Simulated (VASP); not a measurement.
Calculation: PBE GGA, VASP's PBE PAW potentials (set 64) (plane waves; VASP).

A VASP calculation is set up with these files.

POSCAR:
```
Ga32P31S
1.0
 11.0671092084   0.0000000000   0.0000000000
  0.0000000000  11.0671092084   0.0000000000
  0.0000000000   0.0000000000  11.0671092084
Ga P S
32 31 1
direct
  0.5000000000   0.0000000000   0.0000000000
  0.7500000000   0.2500000000   0.0000000000
  0.7500000000   0.0000000000   0.2500000000
  0.0000000000   0.0000000000   0.0000000000
  0.2500000000   0.2500000000   0.0000000000
  0.5000000000   0.5000000000   0.0000000000
  0.7500000000   0.7500000000   0.0000000000
  0.2500000000   0.0000000000   0.2500000000
  0.4954900000   0.2536190000   0.2486620000
  0.7495180000   0.5037470000   0.2513050000
  0.5000000000   0.0000000000   0.5000000000
  0.7502460000   0.2476600000   0.4956740000
  0.7500000000   0.0000000000   0.7500000000
  0.0000000000   0.5000000000   0.0000000000
  0.2500000000   0.7500000000   0.0000000000
  0.0000000000   0.2500000000   0.2500000000
  0.2500000000   0.5000000000   0.2500000000
  0.5000000000   0.7500000000   0.2500000000
  0.0000000000   0.0000000000   0.5000000000
  0.2500000000   0.2500000000   0.5000000000
  0.4961940000   0.5008030000   0.5020830000
  0.7500000000   0.7500000000   0.5000000000
  0.2500000000   0.0000000000   0.7500000000
  0.5000000000   0.2500000000   0.7500000000
  0.7500000000   0.5000000000   0.7500000000
  0.0000000000   0.7500000000   0.2500000000
  0.0000000000   0.5000000000   0.5000000000
  0.2500000000   0.7500000000   0.5000000000
  0.0000000000   0.2500000000   0.7500000000
  0.2500000000   0.5000000000   0.7500000000
  0.5000000000   0.7500000000   0.7500000000
  0.0000000000   0.7500000000   0.7500000000
  0.6250000000   0.1250000000   0.1250000000
  0.8750000000   0.3750000000   0.1250000000
  0.8750000000   0.1250000000   0.3750000000
  0.1250000000   0.1250000000   0.1250000000
  0.3750000000   0.3750000000   0.1250000000
  0.6250000000   0.6250000000   0.1250000000
  0.8750000000   0.8750000000   0.1250000000
  0.3750000000   0.1250000000   0.3750000000
  0.8750000000   0.6250000000   0.3750000000
  0.6250000000   0.1250000000   0.6250000000
  0.8750000000   0.3750000000   0.6250000000
  0.8750000000   0.1250000000   0.8750000000
  0.1250000000   0.6250000000   0.1250000000
  0.3750000000   0.8750000000   0.1250000000
  0.1250000000   0.3750000000   0.3750000000
  0.3750000000   0.6250000000   0.3750000000
  0.6250000000   0.8750000000   0.3750000000
  0.1250000000   0.1250000000   0.6250000000
  0.3750000000   0.3750000000   0.6250000000
  0.6250000000   0.6250000000   0.6250000000
  0.8750000000   0.8750000000   0.6250000000
  0.3750000000   0.1250000000   0.8750000000
  0.6250000000   0.3750000000   0.8750000000
  0.8750000000   0.6250000000   0.8750000000
  0.1250000000   0.8750000000   0.3750000000
  0.1250000000   0.6250000000   0.6250000000
  0.3750000000   0.8750000000   0.6250000000
  0.1250000000   0.3750000000   0.8750000000
  0.3750000000   0.6250000000   0.8750000000
  0.6250000000   0.8750000000   0.8750000000
  0.1250000000   0.8750000000   0.8750000000
  0.6289180000   0.3740870000   0.3747110000
```

INCAR:
```
! general
SYSTEM   =  Ga32P31S
PREC     =  Normal
ENCUT    =  400
LREAL    =  Auto
LASPH    =  T
ISYM     =  0
NELECT   =  258.0

! electronic loop
EDIFF    =  1E-5
NELM     =  100
NELMIN   =  4
ALGO     =  Fast
LMAXMIX  =  4

! smearing
ISMEAR   =  0
SIGMA    =  0.05

! functional
GGA      =  PE

! ions
IBRION   =  2
NSW      =  60
ISIF     =  2
EDIFFG   =  -0.03

! output
LWAVE    =  T
LCHARG   =  F
```

File KPOINTS:
```
Automatic mesh
0
Gamma
1 1 1
0 0 0
```

POTCAR, in this order: Ga P S (PBE.64 set). Program: vasp_gam.

The resulting files:

File OSZICAR:
```
       N       E                     dE             d eps       ncg     rms          rms(c)
DAV:   1     0.152373261987E+04    0.15237E+04   -0.97633E+04   324   0.114E+03
DAV:   2    -0.112531006871E+03   -0.16363E+04   -0.15577E+04   424   0.214E+02
DAV:   3    -0.285222530350E+03   -0.17269E+03   -0.16948E+03   384   0.711E+01
DAV:   4    -0.290701999138E+03   -0.54795E+01   -0.54086E+01   392   0.144E+01
DAV:   5    -0.290869335526E+03   -0.16734E+00   -0.16595E+00   376   0.249E+00    0.294E+01
RMM:   6    -0.281949351317E+03    0.89200E+01   -0.15104E+01   324   0.543E+00    0.181E+01
RMM:   7    -0.281137039134E+03    0.81231E+00   -0.19640E+01   324   0.605E+00    0.547E+00
RMM:   8    -0.280749166951E+03    0.38787E+00   -0.26879E+00   324   0.294E+00    0.166E+00
RMM:   9    -0.280771274061E+03   -0.22107E-01   -0.22167E-01   329   0.998E-01    0.722E-01
RMM:  10    -0.280774339691E+03   -0.30656E-02   -0.38784E-02   339   0.395E-01    0.322E-01
RMM:  11    -0.280774771039E+03   -0.43135E-03   -0.14753E-02   338   0.215E-01    0.129E-01
RMM:  12    -0.280775032744E+03   -0.26170E-03   -0.27721E-03   339   0.109E-01    0.821E-02
RMM:  13    -0.280775098029E+03   -0.65285E-04   -0.84597E-04   366   0.546E-02    0.443E-02
RMM:  14    -0.280775113514E+03   -0.15486E-04   -0.14971E-04   307   0.233E-02    0.158E-02
RMM:  15    -0.280775121472E+03   -0.79573E-05   -0.47379E-05   246   0.129E-02
   1 F= -.28077512E+03 E0= -.28077475E+03  d E =-.280775E+03
       N       E                     dE             d eps       ncg     rms          rms(c)
DAV:   1    -0.280853339033E+03   -0.78226E-01   -0.22807E+00   360   0.263E+00    0.106E+00
RMM:   2    -0.280868340256E+03   -0.15001E-01   -0.19836E-01   325   0.876E-01    0.354E-01
RMM:   3    -0.280871274838E+03   -0.29346E-02   -0.35025E-02   344   0.380E-01    0.411E-01
RMM:   4    -0.280871607532E+03   -0.33269E-03   -0.61460E-03   354   0.158E-01    0.336E-01
RMM:   5    -0.280871717567E+03   -0.11004E-03   -0.68043E-03   332   0.117E-01    0.132E-01
RMM:   6    -0.280871443089E+03    0.27448E-03   -0.65593E-04   328   0.524E-02    0.890E-02
RMM:   7    -0.280871312619E+03    0.13047E-03   -0.28358E-04   325   0.262E-02    0.592E-02
RMM:   8    -0.280871267830E+03    0.44789E-04   -0.11623E-04   295   0.162E-02    0.315E-02
RMM:   9    -0.280871254446E+03    0.13385E-04   -0.17403E-04   318   0.168E-02    0.552E-03
RMM:  10    -0.280871255517E+03   -0.10710E-05   -0.15516E-05   202   0.851E-03
   2 F= -.28087126E+03 E0= -.28087077E+03  d E =-.961340E-01
       N       E                     dE             d eps       ncg     rms          rms(c)
DAV:   1    -0.280877301965E+03   -0.60475E-02   -0.35437E-01   352   0.104E+00    0.421E-01
RMM:   2    -0.280879611126E+03   -0.23092E-02   -0.30853E-02   325   0.345E-01    0.145E-01
RMM:   3    -0.280880072446E+03   -0.46132E-03   -0.55413E-03   346   0.149E-01    0.150E-01
RMM:   4    -0.280880051565E+03    0.20880E-04   -0.73179E-04   334   0.600E-02    0.637E-02
RMM:   5    -0.280880063186E+03   -0.11620E-04   -0.29502E-04   327   0.320E-02    0.193E-02
RMM:   6    -0.280880060702E+03    0.24837E-05   -0.64919E-05   264   0.160E-02
   3 F= -.28088006E+03 E0= -.28087953E+03  d E =-.104939E+00
       N       E                     dE             d eps       ncg     rms          rms(c)
DAV:   1    -0.280887588495E+03   -0.75253E-02   -0.24935E-01   360   0.904E-01    0.333E-01
RMM:   2    -0.280889138787E+03   -0.15503E-02   -0.20319E-02   324   0.298E-01    0.939E-02
RMM:   3    -0.280889479678E+03   -0.34089E-03   -0.38945E-03   344   0.131E-01    0.989E-02
RMM:   4    -0.280889443385E+03    0.36292E-04   -0.46262E-04   329   0.520E-02    0.417E-02
RMM:   5    -0.280889445955E+03   -0.25701E-05   -0.19768E-04   325   0.274E-02    0.171E-02
RMM:   6    -0.280889443345E+03    0.26098E-05   -0.41960E-05   250   0.136E-02
   4 F= -.28088944E+03 E0= -.28088898E+03  d E =-.938264E-02
       N       E                     dE             d eps       ncg     rms          rms(c)
DAV:   1    -0.280890350876E+03   -0.90492E-03   -0.14703E-01   344   0.695E-01    0.258E-01
RMM:   2    -0.280891280037E+03   -0.92916E-03   -0.12155E-02   324   0.230E-01    0.730E-02
RMM:   3    -0.280891495037E+03   -0.21500E-03   -0.23818E-03   345   0.102E-01    0.762E-02
RMM:   4    -0.280891474813E+03    0.20225E-04   -0.28480E-04   332   0.404E-02    0.326E-02
RMM:   5    -0.280891476288E+03   -0.14748E-05   -0.11772E-04   319   0.212E-02    0.131E-02
RMM:   6    -0.280891474790E+03    0.14976E-05   -0.23469E-05   211   0.105E-02
   5 F= -.28089147E+03 E0= -.28089106E+03  d E =-.114141E-01
       N       E                     dE             d eps       ncg     rms          rms(c)
DAV:   1    -0.280892813519E+03   -0.13372E-02   -0.63635E-02   344   0.456E-01    0.157E-01
RMM:   2    -0.280893171724E+03   -0.35820E-03   -0.46942E-03   324   0.148E-01    0.485E-02
RMM:   3    -0.280893246302E+03   -0.74579E-04   -0.90983E-04   338   0.646E-02    0.453E-02
RMM:   4    -0.280893241925E+03    0.43771E-05   -0.12229E-04   331   0.263E-02    0.195E-02
RMM:   5    -0.280893242282E+03   -0.35667E-06   -0.36070E-05   235   0.127E-02
   6 F= -.28089324E+03 E0= -.28089280E+03  d E =-.176749E-02
       N       E                     dE             d eps       ncg     rms          rms(c)
DAV:   1    -0.280893368664E+03   -0.12674E-03   -0.14634E-02   360   0.219E-01    0.757E-02
RMM:   2    -0.280893454806E+03   -0.86141E-04   -0.11149E-03   324   0.719E-02    0.251E-02
RMM:   3    -0.280893474173E+03   -0.19367E-04   -0.22310E-04   341   0.318E-02    0.241E-02
RMM:   4    -0.280893472929E+03    0.12440E-05   -0.28525E-05   220   0.129E-02
   7 F= -.28089347E+03 E0= -.28089302E+03  d E =-.199814E-02
       N       E                     dE             d eps       ncg     rms          rms(c)
DAV:   1    -0.280894040644E+03   -0.56647E-03   -0.19523E-02   344   0.261E-01    0.921E-02
RMM:   2    -0.280894147692E+03   -0.10705E-03   -0.14065E-03   324   0.817E-02    0.276E-02
RMM:   3    -0.280894172030E+03   -0.24338E-04   -0.28144E-04   348   0.360E-02    0.236E-02
RMM:   4    -0.280894169972E+03    0.20582E-05   -0.33380E-05   230   0.142E-02
   8 F= -.28089417E+03 E0= -.28089366E+03  d E =-.697043E-03
```

**OUTCAR**
```
------------------------ aborting loop because EDIFF is reached ----------------------------------------
  FORCE on cell =-STRESS in cart. coord.  units (eV):
  Direction    XX          YY          ZZ          XY          YZ          ZX
  --------------------------------------------------------------------------------------
  Total       20.0237822     19.9875987     19.9537618      0.0664796     -0.0483944      0.0424554
  in kB       23.6675939     23.6248259     23.5848316      0.0785772     -0.0572009      0.0501811
  external PRESSURE =      23.6257505 kB  Pullay stress =       0.0000000 kB
  volume of cell :     1355.51
      direct lattice vectors                 reciprocal lattice vectors
    11.067109208  0.000000000  0.000000000     0.090357832  0.000000000  0.000000000
     0.000000000 11.067109208  0.000000000     0.000000000  0.090357832  0.000000000
     0.000000000  0.000000000 11.067109208     0.000000000  0.000000000  0.090357832
  FREE ENERGIE OF THE ION-ELECTRON SYSTEM (eV)
  ---------------------------------------------------
  free  energy   TOTEN  =      -280.8941699721 eV

  energy  without entropy=     -280.8931475103  energy(sigma->0) =     -280.89365874

 reached required accuracy - stopping structural energy minimisation
```
(Selected blocks of OUTCAR.)

### CONTCAR
```
Ga32P31S
   1.00000000000000
    11.0671092083999998    0.0000000000000000    0.0000000000000000
     0.0000000000000000   11.0671092083999998    0.0000000000000000
     0.0000000000000000    0.0000000000000000   11.0671092083999998
  Ga              P               S
    32    31     1
Direct
     0.5011117501646672    0.9995923331600952    0.9995803391503804
     0.7501864548422085    0.2497362367113928    0.0002332420421103
     0.7498302071203858    0.9998798258227962    0.2492056854290579
     0.9995468454505662    0.0004141029689351    0.0003334283640634
     0.2491642499502549    0.2507752918443333    0.9990618169014063
     0.4998330722799079    0.5004122468855207    0.9995451667887864
     0.7491454238969778    0.7506854832267933    0.9992279063055270
     0.2495016909098079    0.9997564348906475    0.2509919405985045
     0.4965827684941481    0.2480533898346689    0.2470747442073477
     0.7532194757030014    0.5037427208038530    0.2471801537475669
     0.4997094729825550    0.9999813401441898    0.5001569257270732
     0.7530954848410795    0.2466990654876165    0.5022323861805408
     0.7490990001097998    0.9997376003197745    0.7506823640518649
     0.0003700167909792    0.4989376162511064    0.9994409406160454
     0.2505201776107429    0.7495291986481492    0.0004302678634399
     0.0001879422815550    0.2500482628655800    0.2492675244920208
     0.2493160223483623    0.5006472264317534    0.2498109759604461
     0.4994914318286472    0.7503282365072954    0.2498064942677165
     0.0007725422136311    0.9990629896981216    0.4991416846688498
     0.2495996070089768    0.2494271134644063    0.5002580039464802
     0.4965462093525029    0.5028761611685902    0.5031695739575446
     0.7500466152879482    0.7502590677997030    0.5005684131038414
     0.2505319326864018    0.0003615704861539    0.7495196400584799
     0.4999388164368744    0.2495571199637069    0.7500767243298484
     0.7503844976791755    0.5000286980526162    0.7497018401378884
     0.0004984109794399    0.7509410933859213    0.2508729013504105
     0.0000863649881233    0.4999986322638508    0.5005027448867382
     0.2493597257302003    0.7505887105629544    0.4991658602024551
     0.0001870533200833    0.2509168672920342    0.7504994356031532
     0.2492326826946296    0.4991977142203631    0.7508204243431725
     0.5009521041647631    0.7507851633184406    0.7506243326086353
     0.9995722234068117    0.7494443681548586    0.7496047666231717
     0.6243769281403275    0.1255337174481524    0.1252193019821660
     0.8747428814578385    0.3754469125917131    0.1251064281536023
     0.8754248383654110    0.1245041497887611    0.3744829600976374
     0.1257754172369081    0.1250595194576740    0.1249630557732368
     0.3742796093094976    0.3753984246476159    0.1245381194802143
     0.6250458843483087    0.6253905126368248    0.1248538950997937
     0.8748178664127721    0.8742938363306352    0.1248946347324857
     0.3750477733184656    0.1252562436010137    0.3748113910492695
     0.8753344649052970    0.6254868999937968    0.3752729211306257
     0.6253087384436132    0.1249568398710348    0.6247197666481086
     0.8748247029975827    0.3744741003730813    0.6246108819710822
     0.8748189209267824    0.1252462437619556    0.8744234512394337
     0.1239673378112420    0.6251267221788260    0.1250270052907369
     0.3749677867802141    0.8759367269563523    0.1251457232177896
     0.1249198227976192    0.3749463988368369    0.3750081181319443
     0.3747323428407543    0.6251075677879426    0.3752459175914161
     0.6249594436606586    0.8750338926089750    0.3749680198499684
     0.1240806871599897    0.1250456679449706    0.6250929467531585
     0.3746260158201242    0.3749667257636117    0.6252622635354237
     0.6246128091833056    0.6249617641248612    0.6251325871707755
     0.8748040995861790    0.8758070683027471    0.6251279864619279
     0.3751944650394179    0.1250771060825511    0.8756982798043526
     0.6252451264045596    0.3749119444964220    0.8749651226102225
     0.8747488873344412    0.6246981711368700    0.8755915155087954
     0.1252302956598382    0.8750430505905090    0.3749444972115787
     0.1257665355807588    0.6248161195425450    0.6248592404843701
     0.3751621559165754    0.8742468781497073    0.6247537039055291
     0.1246486775357793    0.3749501985362069    0.8748714228790790
     0.3751462425258172    0.6249949466968540    0.8741186394628301
     0.6250601461510997    0.8752430656302108    0.8749936782890412
     0.1250753265847009    0.8749350973789437    0.8749674329352949
     0.6249994962089090    0.3756176041155775    0.3749754430335460
```

The cell is charged, with a uniform compensating background. The supercell is sampled at Γ alone, which is coarse: total energies, pressure and levels can be off, energies of defects by several tenths of an eV.

The cell is a supercell with a defect, built from GaP (zinc blende): S_P, charge -1. The run is not spin-polarised, so no state with unpaired spins was tried.
